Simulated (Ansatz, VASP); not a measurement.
# HfZr2S6: VASP beside Ansatz

```
Zr Hf S
1.0
     3.18320    1.83782    6.55462
    -3.18320    1.83782    6.55462
     0.00000   -3.67564    6.55462
Zr Hf S
2 1 6
Cartesian
  0.0000 0.0000 16.3866
  0.0000 0.0000 3.2772
  0.0000 0.0000 9.8319
  -1.0537 -1.8252 11.2779
  2.1075 0.0000 11.2779
  -1.0538 1.8251 11.2779
  1.0538 -1.8251 8.3860
  -2.1075 0.0000 8.3860
  1.0537 1.8252 8.3860
```

Alike in both runs: functional PBE; k mesh 3 × 3 × 3; occupations gaussian, width 0.1 eV; no spin polarisation.

Ansatz relaxed the structure, and its values are those at the end. VASP's run is a single point on that final structure, the one shown.

|  | VASP | Ansatz |
| --- | --- | --- |
| version | VASP 6.6.1 | Ansatz 0.2.0 |
| potentials or method | VASP PAW PBE potentials, release 64 (Zr_sv, Hf_pv, S) | scalar-relativistic, plane waves, PAW |
| plane-wave cutoff (eV) | 520 | 420 |
| valence electrons in the cell | 70 | 86 |

|  | VASP | Ansatz | Ansatz less VASP |
| --- | --- | --- | --- |
| gap on the k mesh at the Fermi level (eV) | 1.28 | 1.27 | -0.004 |
| least direct gap on the mesh (eV) | 1.72 | 1.72 | -0.007 |
| pressure (GPa) | -0.1 | 0.0 | +0.19 |
| rms of the force components (eV/Å) | 0.018 | 0.003 | -0.0147 |

The two sets of potentials don't hold the same shells in valence.

Caveats: spin-orbit coupling is left out, which moves the levels of the heavy elements; an odd mesh through Γ misses points on the zone boundary, where band edges often lie. PBE gaps usually lie below the measured ones, often by a third to a half.
